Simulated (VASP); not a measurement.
# HoRh2: fixed spin moments, part 2 of 3

What does it cost to change the moment of HoRh2? The start is a cell from a database of measured crystal structures.

VASP 6.6.1, plane waves and PAW; the level of theory is named at each step.

Still holding for the runs below: The k-mesh is coarse for a metal. Without U or exact exchange the f electrons of Ho come out too delocalised, which can shrink the cell and pin f bands at the Fermi level.

So far: The starting structure; Free moment.

## Step 3: Fixed spin moment, fixed moment 0

This step: PBEsol, spin-polarised, total moment fixed; plane waves and PAW (Ho, Rh_pv) (VASP 6.6.1).

NUPDOWN fixes the difference of up and down electrons.

Input file INCAR:

```
SYSTEM = HoRh2
PREC = Accurate
ENCUT = 420
EDIFF = 1E-06
NELM = 150
ISMEAR = 1
SIGMA = 0.05
LREAL = .FALSE.
ALGO = Normal
GGA = PS
NBANDS = 72
ISPIN = 2
MAGMOM = 0 0 0 0 0 0
LASPH = .TRUE.
LMAXMIX = 6
AMIX = 0.2
BMIX = 1E-04
AMIX_MAG = 0.8
BMIX_MAG = 1E-04
LORBIT = 11
LWAVE = .FALSE.
LCHARG = .FALSE.
KPAR = 2
NUPDOWN = 0
```

Input file POSCAR:

```
HoRh2
1.0
    0.0000000000      3.7125000000      3.7125000000
    3.7125000000      0.0000000000      3.7125000000
    3.7125000000      3.7125000000      0.0000000000
Ho Rh
2 4
Direct
    0.7500000000      0.7500000000      0.7500000000
    0.5000000000      0.5000000000      0.5000000000
    0.1250000000      0.6250000000      0.1250000000
    0.1250000000      0.1250000000      0.6250000000
    0.6250000000      0.1250000000      0.1250000000
    0.1250000000      0.1250000000      0.1250000000
```

Input file KPOINTS:

```
Automatic mesh
0
Gamma
6 6 6
0 0 0
```

The projector-augmented-wave data sets are Ho and Rh_pv (PBE family, release 64).

Command:

```
$ mpirun -np 2 vasp_std
```

Output:

```text
[banner, memory and clock lines left out]
running    2 mpi-ranks, on    1 nodes
 distrk:  each k-point on    1 cores,    2 groups
 distr:  one band on    1 cores,    1 groups

 POSCAR found type information on POSCAR HoRh
 POSCAR found :  2 types and       6 ions
 [... a notice as in an earlier step ...]

 LDA part: xc-table for (Slater+PW92), standard interpolation
 POSCAR, INCAR and KPOINTS ok, starting setup
 FFT: planning ... GRIDC
 FFT: planning ... GRID_SOFT
 FFT: planning ... GRID
 WAVECAR not read
 entering main loop
       N       E                     dE             d eps       ncg     rms          rms(c)
DAV:   1     0.100857589642E+04    0.10086E+04   -0.40424E+04  7752   0.579E+03
DAV:   2     0.101714938997E+03   -0.90686E+03   -0.84493E+03  7728   0.111E+03
DAV:   3    -0.289748389790E+02   -0.13069E+03   -0.11947E+03  6512   0.223E+02
DAV:   4    -0.444278962135E+02   -0.15453E+02   -0.14728E+02  7744   0.606E+01
DAV:   5    -0.478656269134E+02   -0.34377E+01   -0.32922E+01  9192   0.221E+01    0.713E+01
DAV:   6    -0.496115273447E+02   -0.17459E+01   -0.36810E+01  7816   0.467E+01    0.567E+01
DAV:   7    -0.628101115069E+02   -0.13199E+02   -0.17188E+01  6712   0.986E+01    0.771E+01
DAV:   8    -0.458569451345E+02    0.16953E+02   -0.41354E+00  6984   0.105E+02    0.289E+01
DAV:   9    -0.459723356539E+02   -0.11539E+00   -0.30732E+01  7560   0.505E+01    0.263E+01
DAV:  10    -0.496314389065E+02   -0.36591E+01   -0.71224E+00  7240   0.517E+01    0.416E+01
DAV:  11    -0.492599324817E+02    0.37151E+00   -0.67615E-01  7696   0.525E+00    0.416E+01
DAV:  12    -0.480508077038E+02    0.12091E+01   -0.99288E-02  8696   0.858E+00    0.405E+01
DAV:  13    -0.451670772379E+02    0.28837E+01   -0.75516E+00  6872   0.353E+01    0.840E+00
DAV:  14    -0.453346018236E+02   -0.16752E+00   -0.43193E-01  7856   0.695E+00    0.885E+00
DAV:  15    -0.454969063349E+02   -0.16230E+00   -0.23363E-01  8864   0.482E+00    0.632E+00
DAV:  16    -0.456625332336E+02   -0.16563E+00   -0.78804E-02  8752   0.497E+00    0.523E+00
DAV:  17    -0.457046504322E+02   -0.42117E-01   -0.26736E-02  8592   0.368E+00    0.485E+00
DAV:  18    -0.457091149704E+02   -0.44645E-02   -0.26195E-02  8904   0.153E+00    0.472E+00
DAV:  19    -0.456601441696E+02    0.48971E-01   -0.19011E-02  8624   0.254E+00    0.415E+00
DAV:  20    -0.456513414673E+02    0.88027E-02   -0.61737E-03  8784   0.793E-01    0.414E+00
DAV:  21    -0.456262348967E+02    0.25107E-01   -0.15614E-02  8160   0.230E+00    0.391E+00
DAV:  22    -0.456336083886E+02   -0.73735E-02   -0.53262E-02  7824   0.356E+00    0.373E+00
DAV:  23    -0.456484472179E+02   -0.14839E-01   -0.39862E-02  8168   0.261E+00    0.305E+00
DAV:  24    -0.456317439488E+02    0.16703E-01   -0.56102E-02  8248   0.265E+00    0.214E+00
DAV:  25    -0.456261814955E+02    0.55625E-02   -0.18549E-02  8032   0.183E+00    0.221E+00
DAV:  26    -0.456498841211E+02   -0.23703E-01   -0.76370E-02  7920   0.248E+00    0.208E+00
DAV:  27    -0.456517048910E+02   -0.18208E-02   -0.33758E-02  8184   0.241E+00    0.204E+00
DAV:  28    -0.456508095281E+02    0.89536E-03   -0.32294E-02  8216   0.239E+00    0.204E+00
DAV:  29    -0.456593824021E+02   -0.85729E-02   -0.13679E-02  7888   0.285E+00    0.156E+00
DAV:  30    -0.456806440950E+02   -0.21262E-01   -0.39888E-01  7656   0.749E+00    0.216E+00
[...]
DAV:  34    -0.456818509562E+02   -0.11064E-02   -0.59473E-03  8584   0.934E-01    0.862E-01
DAV:  35    -0.456807946472E+02    0.10563E-02   -0.81152E-03  8256   0.137E+00    0.313E-01
DAV:  36    -0.456806241201E+02    0.17053E-03   -0.41147E-03  8120   0.828E-01    0.227E-01
DAV:  37    -0.456807038850E+02   -0.79765E-04   -0.12840E-03  8872   0.499E-01    0.236E-01
DAV:  38    -0.456807917666E+02   -0.87882E-04   -0.22011E-04  9048   0.108E-01    0.231E-01
DAV:  39    -0.456806977218E+02    0.94045E-04   -0.61705E-04  7664   0.243E-01    0.118E-01
DAV:  40    -0.456807453501E+02   -0.47628E-04   -0.25766E-04  6352   0.175E-01    0.169E-01
DAV:  41    -0.456807088685E+02    0.36482E-04   -0.23975E-04  5536   0.154E-01    0.716E-02
DAV:  42    -0.456807050716E+02    0.37969E-05   -0.10430E-05  5704   0.641E-02    0.681E-02
DAV:  43    -0.456807037816E+02    0.12900E-05   -0.54816E-05  4560   0.660E-02    0.432E-02
DAV:  44    -0.456807052807E+02   -0.14991E-05   -0.53577E-06  5184   0.157E-02    0.260E-02
DAV:  45    -0.456807055795E+02   -0.29878E-06   -0.98931E-07  3312   0.179E-02
   1 F= -.45680706E+02 E0= -.45680277E+02  d E =-.128640E-02  mag=     0.0000
```

Elapsed: 5.5 min, on 2 MPI ranks of Intel Xeon Platinum 8488C (Sapphire Rapids), shared host; peak memory 0.64 GiB.

From OUTCAR (step 3):

```text
 Found     16 irreducible k-points:

   NELECT =     102.0000    total number of electrons

 E-fermi :   7.4021

 spin component 1
 k-point     1 :       0.0000    0.0000    0.0000
  band No.  band energies     occupation
    ...
     44       7.1854      1.00000
     45       7.7472      0.89760
     46       7.7472      0.89757
     47       7.7473      0.89652
     48       7.7588      0.75588
     49       7.7945      0.19271
     50       7.7945      0.19271
     51       7.8228     -0.02056
     52       7.8228     -0.02057
     53       7.8229     -0.02083
    ...

 k-point     2 :       0.1667    0.0000    0.0000
  band No.  band energies     occupation
    ...
     46       7.5785      1.00000
     47       7.6196      1.00005
     48       7.7067      1.03311
     49       7.7633      0.68868
     50       7.7634      0.68754
     51       7.7972      0.15902
     52       7.8850     -0.00390
     53       7.8851     -0.00388
     54       7.8870     -0.00336
     55       8.2834     -0.00000
    ...

 k-point     3 :       0.3333    0.0000    0.0000
  band No.  band energies     occupation
    ...
     47       7.2130      1.00000
     48       7.5930      1.00000
     49       7.7300      1.01073
     50       7.7301      1.01044
     51       7.7651      0.66010
     52       7.8205     -0.01381
     53       7.8784     -0.00628
     54       7.8785     -0.00625
     55       7.9861     -0.00000
     56       8.9853      0.00000
    ...

 k-point     4 :       0.5000    0.0000    0.0000
  band No.  band energies     occupation
    ...
     47       7.2238      1.00000
     48       7.5546      1.00000
     49       7.7114      1.03518
     50       7.7115      1.03520
     51       7.7427      0.93802
     52       7.8241     -0.02377
     53       7.9156     -0.00025
     54       7.9156     -0.00025
     55       7.9555     -0.00000
     56       8.9852      0.00000
    ...

  Total       -0.6503720     -0.6503720     -0.6503720      0.0000000      0.0000000      0.0000000
  in kB      -10.1822326    -10.1822326    -10.1822326      0.0000000      0.0000000      0.0000000
  external PRESSURE =     -10.1822326 kB  Pullay stress =       0.0000000 kB

 POSITION                                       TOTAL-FORCE (eV/Angst)
 -----------------------------------------------------------------------------------
      5.56875      5.56875      5.56875        -0.000000     -0.000000     -0.000000
      3.71250      3.71250      3.71250         0.000000      0.000000      0.000000
      2.78437      0.92812      2.78437         0.000000     -0.000000      0.000000
      2.78437      2.78437      0.92812         0.000000     -0.000000      0.000000
      0.92812      2.78437      2.78437         0.000000     -0.000000      0.000000
      0.92812      0.92812      0.92812         0.000000     -0.000000      0.000000
 -----------------------------------------------------------------------------------
    total drift:                                0.000000      0.000000      0.000000

  FREE ENERGIE OF THE ION-ELECTRON SYSTEM (eV)
  ---------------------------------------------------
  free  energy   TOTEN  =       -45.6807055795 eV

  energy  without entropy=      -45.6794191840  energy(sigma->0) =      -45.68027678

 total charge
# of ion       s       p       d       f       tot
--------------------------------------------------
    1        2.087   5.737   0.457  10.344  18.626
    2        2.087   5.737   0.457  10.344  18.626
    3        0.459   6.253   7.155   0.000  13.867
    4        0.459   6.253   7.155   0.000  13.867
    5        0.459   6.253   7.155   0.000  13.867
    6        0.459   6.253   7.155   0.000  13.867
--------------------------------------------------
tot          6.011  36.484  29.534  20.689  92.718

 magnetization (x)
# of ion       s       p       d       f       tot
--------------------------------------------------
    1        0.000   0.003  -0.001  -0.651  -0.649
    2        0.000   0.003  -0.001  -0.651  -0.649
    3        0.003   0.010   0.300   0.000   0.313
    4        0.003   0.010   0.300   0.000   0.313
    5        0.003   0.010   0.300   0.000   0.313
    6        0.003   0.010   0.300   0.000   0.313
--------------------------------------------------
tot          0.012   0.046   1.199  -1.301  -0.044

[... 9 parts as in an earlier step ...]

[... 9 further parts left out ...]
```

This step gave:

| Quantity | Value |
| --- | --- |
| electronic cycles | 45 |
| free energy (TOTEN) | -45.68 eV |
| energy at zero smearing | -45.68 eV |

Spin moment in the PAW sphere by atom:

```csv
atom,spin moment in the PAW sphere (μB)
Ho1,-0.649
Ho2,-0.649
Rh3,0.313
Rh4,0.313
Rh5,0.313
Rh6,0.313
```

Energy at zero smearing: -45.68028 eV.

The run ends at a pressure of -1.02 GPa.

## Step 4: Fixed spin moment, fixed moment 1.63

Changes to INCAR since step 3:

```diff
@@ -12,3 +12,3 @@
 ISPIN = 2
-MAGMOM = 0 0 0 0 0 0
+MAGMOM = 0.81 0.81 0 0 0 0
 LASPH = .TRUE.
@@ -23,2 +23,2 @@
 KPAR = 2
-NUPDOWN = 0
+NUPDOWN = 1.63
```

POSCAR is that of step 3.

KPOINTS is that of step 3.

Command:

```
$ mpirun -np 2 vasp_std
```

Output:

```text
[... set-up lines as in an earlier step ...]
 entering main loop
       N       E                     dE             d eps       ncg     rms          rms(c)
DAV:   1     0.100763652948E+04    0.10076E+04   -0.40149E+04  7776   0.575E+03
DAV:   2     0.102143502207E+03   -0.90549E+03   -0.84211E+03  7688   0.111E+03
DAV:   3    -0.285640958870E+02   -0.13071E+03   -0.11905E+03  6432   0.225E+02
DAV:   4    -0.445488949453E+02   -0.15985E+02   -0.15245E+02  7688   0.617E+01
DAV:   5    -0.480781008180E+02   -0.35292E+01   -0.33740E+01  9144   0.226E+01    0.735E+01
DAV:   6    -0.495958138784E+02   -0.15177E+01   -0.31672E+01  7872   0.442E+01    0.551E+01
DAV:   7    -0.649912097079E+02   -0.15395E+02   -0.14939E+01  6680   0.107E+02    0.850E+01
DAV:   8    -0.485022988180E+02    0.16489E+02   -0.37970E+00  7504   0.938E+01    0.411E+01
DAV:   9    -0.468872239955E+02    0.16151E+01   -0.36582E+01  7048   0.772E+01    0.285E+01
DAV:  10    -0.458839338949E+02    0.10033E+01   -0.37204E+00  7368   0.568E+01    0.190E+01
DAV:  11    -0.484675365208E+02   -0.25836E+01   -0.68786E+00  7688   0.351E+01    0.256E+01
DAV:  12    -0.482037576205E+02    0.26378E+00   -0.63687E-01  8440   0.946E+00    0.233E+01
DAV:  13    -0.482628196180E+02   -0.59062E-01   -0.65923E-02  8760   0.127E+00    0.233E+01
DAV:  14    -0.485544900525E+02   -0.29167E+00   -0.20729E-02  7840   0.207E+00    0.244E+01
DAV:  15    -0.486726608049E+02   -0.11817E+00   -0.51082E-02  7664   0.458E+00    0.223E+01
DAV:  16    -0.479362476737E+02    0.73641E+00   -0.18719E+00  6384   0.316E+01    0.162E+01
DAV:  17    -0.475942600941E+02    0.34199E+00   -0.77501E-01  8408   0.140E+01    0.126E+01
DAV:  18    -0.475674265916E+02    0.26834E-01   -0.94675E-02  8144   0.216E+00    0.120E+01
DAV:  19    -0.475387641499E+02    0.28662E-01   -0.13219E-02  8720   0.129E+00    0.114E+01
DAV:  20    -0.475388901343E+02   -0.12598E-03   -0.51430E-03  8176   0.177E-01    0.112E+01
DAV:  21    -0.475185836929E+02    0.20306E-01   -0.39850E-03  6776   0.958E-01    0.109E+01
DAV:  22    -0.475064018179E+02    0.12182E-01   -0.29214E-02  7184   0.241E+00    0.947E+00
DAV:  23    -0.473680940361E+02    0.13831E+00   -0.96780E-02  6760   0.727E+00    0.842E+00
DAV:  24    -0.473449611605E+02    0.23133E-01   -0.13344E-02  8392   0.174E+00    0.844E+00
DAV:  25    -0.472855084267E+02    0.59453E-01   -0.32851E-02  7560   0.607E+00    0.795E+00
DAV:  26    -0.472877747178E+02   -0.22663E-02   -0.64075E-03  7952   0.859E-01    0.773E+00
DAV:  27    -0.473089805035E+02   -0.21206E-01   -0.41079E-03  7672   0.188E+00    0.694E+00
DAV:  28    -0.473081612718E+02    0.81923E-03   -0.99569E-04  7616   0.536E-01    0.648E+00
DAV:  29    -0.473043370403E+02    0.38242E-02   -0.31166E-03  6792   0.157E+00    0.533E+00
DAV:  30    -0.473058961691E+02   -0.15591E-02   -0.10357E-03  8160   0.380E-01    0.485E+00
DAV:  31    -0.472982938560E+02    0.76023E-02   -0.12581E-03  7688   0.125E+00    0.423E+00
DAV:  32    -0.472952689420E+02    0.30249E-02   -0.71739E-04  8416   0.656E-01    0.338E+00
DAV:  33    -0.472928918532E+02    0.23771E-02   -0.71871E-04  8464   0.959E-01    0.257E+00
DAV:  34    -0.472916466624E+02    0.12452E-02   -0.10752E-03  8464   0.902E-01    0.195E+00
DAV:  35    -0.472914827966E+02    0.16387E-03   -0.32954E-04  8560   0.206E-01    0.208E+00
DAV:  36    -0.472912124704E+02    0.27033E-03   -0.17885E-04  8144   0.396E-01    0.246E+00
DAV:  37    -0.472911620878E+02    0.50383E-04   -0.89247E-05  7672   0.230E-01    0.273E+00
DAV:  38    -0.472910862847E+02    0.75803E-04   -0.46896E-05  7832   0.956E-02    0.288E+00
DAV:  39    -0.472910998209E+02   -0.13536E-04   -0.27416E-05  6432   0.337E-02    0.281E+00
DAV:  40    -0.472911364887E+02   -0.36668E-04   -0.18155E-05  7144   0.797E-02    0.249E+00
DAV:  41    -0.472911403768E+02   -0.38881E-05   -0.46650E-06  5400   0.113E-02    0.245E+00
DAV:  42    -0.472911405391E+02   -0.16226E-06   -0.22637E-07  2960   0.733E-03
   1 F= -.47291141E+02 E0= -.47291620E+02  d E =0.143905E-02  mag=     1.6300
```

Elapsed: 5.4 min, on 2 MPI ranks; peak memory 0.64 GiB; 9.6 min of CPU time.

OUTCAR, selected parts (step 4):

```text
 Found     16 irreducible k-points:

   NELECT =     102.0000    total number of electrons

 E-fermi :   8.5000

 spin component 1
 k-point     1 :       0.0000    0.0000    0.0000
  band No.  band energies     occupation
    ...
     40       6.5631      1.00000
     41       6.6927      1.00000
     42       6.7103      1.00000
     43       6.7104      1.00000
     44       6.7104      1.00000
     45       7.1463     -0.02258
     46       7.1463     -0.02257
     47       7.1463     -0.02257
     48       7.1715     -0.00541
     49       7.1715     -0.00541
    ...

 k-point     2 :       0.1667    0.0000    0.0000
  band No.  band energies     occupation
    ...
     45       6.7436      1.00000
     46       6.7436      1.00000
     47       6.9151      1.00009
     48       6.9151      1.00009
     49       6.9521      1.00301
     50       7.1425     -0.02605
     51       7.2075     -0.00023
     52       7.2075     -0.00023
     53       7.9190     -0.00000
     54       7.9190     -0.00000
    ...

 k-point     3 :       0.3333    0.0000    0.0000
  band No.  band energies     occupation
    ...
     46       6.6807      1.00000
     47       6.6915      1.00000
     48       6.6916      1.00000
     49       6.7601      1.00000
     50       6.8805      1.00000
     51       7.1354     -0.03200
     52       7.2327     -0.00001
     53       7.2327     -0.00001
     54       7.5116     -0.00000
     55       7.5116     -0.00000
    ...

 k-point     4 :       0.5000    0.0000    0.0000
  band No.  band energies     occupation
    ...
     46       6.6535      1.00000
     47       6.6820      1.00000
     48       6.6821      1.00000
     49       6.7041      1.00000
     50       6.7552      1.00000
     51       7.1319     -0.03414
     52       7.1354     -0.03198
     53       7.1355     -0.03197
     54       7.4946     -0.00000
     55       7.4946     -0.00000
    ...

  Total        2.3951182      2.3951182      2.3951182     -0.0000000      0.0000000      0.0000000
  in kB       37.4980032     37.4980032     37.4980032     -0.0000000      0.0000000      0.0000000
  external PRESSURE =      37.4980032 kB  Pullay stress =       0.0000000 kB

 POSITION                                       TOTAL-FORCE (eV/Angst)
 -----------------------------------------------------------------------------------
      5.56875      5.56875      5.56875        -0.000000     -0.000000     -0.000000
      3.71250      3.71250      3.71250         0.000000      0.000000      0.000000
      2.78437      0.92812      2.78437        -0.000000      0.000000     -0.000000
      2.78437      2.78437      0.92812        -0.000000      0.000000     -0.000000
      0.92812      2.78437      2.78437        -0.000000      0.000000     -0.000000
      0.92812      0.92812      0.92812        -0.000000      0.000000     -0.000000
 -----------------------------------------------------------------------------------
    total drift:                               -0.000000      0.000000     -0.000000

  FREE ENERGIE OF THE ION-ELECTRON SYSTEM (eV)
  ---------------------------------------------------
  free  energy   TOTEN  =       -47.2911405391 eV

  energy  without entropy=      -47.2925795873  energy(sigma->0) =      -47.29162022

 total charge
# of ion       s       p       d       f       tot
--------------------------------------------------
    1        2.093   5.741   0.462  10.355  18.652
    2        2.093   5.741   0.462  10.355  18.652
    3        0.464   6.275   7.100   0.000  13.838
    4        0.464   6.275   7.100   0.000  13.838
    5        0.464   6.275   7.100   0.000  13.838
    6        0.464   6.275   7.100   0.000  13.838
--------------------------------------------------
tot          6.042  36.582  29.323  20.710  92.656

 magnetization (x)
# of ion       s       p       d       f       tot
--------------------------------------------------
    1       -0.005  -0.023  -0.023   2.991   2.941
    2       -0.005  -0.023  -0.023   2.991   2.941
    3       -0.014  -0.047  -0.922   0.000  -0.983
    4       -0.014  -0.047  -0.922   0.000  -0.983
    5       -0.014  -0.047  -0.922   0.000  -0.983
    6       -0.014  -0.047  -0.922   0.000  -0.983
--------------------------------------------------
tot         -0.064  -0.234  -3.733   5.981   1.951

[... 9 parts as in an earlier step ...]

[... 9 further parts left out ...]
```

This step gave:

```
electronic cycles                                 : 42
free energy (TOTEN)                               : -47.29 eV
energy at zero smearing                           : -47.29 eV
moment of the cell, from the last line of the log : 1.63 μB
```

Spin moment in the PAW sphere by atom:

```csv
atom,spin moment in the PAW sphere (μB)
Ho1,2.94
Ho2,2.94
Rh3,-0.98
Rh4,-0.98
Rh5,-0.98
Rh6,-0.98
```

EDIFF was met while the residual of the charge density, rms(c), still stood at 0.2, so the density had not settled and the numbers of this run are doubtful.

Energy at zero smearing: -47.29162 eV.

(Continued in part 3 of 3.)

[Lines on the potential files, build, host, timing and source positions are cut from VASP's logs without a mark.]

[Logs are printed without paths, hosts, clocks, repeated set-up lines and the standing remarks that a program may print on its own settings, such as how far it seeks lower states.]

[Hosts, paths, dates, database ids (printed as entryN), source tags and the programs' standing remarks are cut or masked in the printed files.]

[In band tables of VASP the shares of atoms and orbitals are scaled to a sum of 1 inside the atoms' spheres.]

[Runs that stopped without an error message from VASP are left out.]
